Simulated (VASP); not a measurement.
Here is the system:

```yaml
crystal:
  lattice:
    - [2.30061, -3.98477, 0.00000]
    - [2.30061, 3.98477, 0.00000]
    - [0.00000, 0.00000, 7.26531]
  atoms:
    - { symbol: Mg, position: [0.00000, 0.00000, 0.00000] }
    - { symbol: Mg, position: [0.33333, 0.66667, 0.63342] }
    - { symbol: Mg, position: [0.66667, 0.33333, 0.36658] }
    - { symbol: Sb, position: [0.33333, 0.66667, 0.22656] }
    - { symbol: Sb, position: [0.66667, 0.33333, 0.77344] }
```

Method: PW91 GGA, VASP's PBE PAW potentials (set 64) (plane waves; VASP). Numerical set-up: 520 eV cut-off, 6×6×4 Γ-centred mesh, tetrahedra with Blöchl corrections, potentials Mg Sb.

### Question
What does the run give for the energy per atom (σ→0)?

### Answer

| Quantity | Result |
|---|---|
| energy per atom (σ→0) | -2.946 eV/atom |

Only differences to runs with the same potentials and settings are physical.

The compound is Mg3Sb2 in the a-la2o3 structure. It was relaxed first.
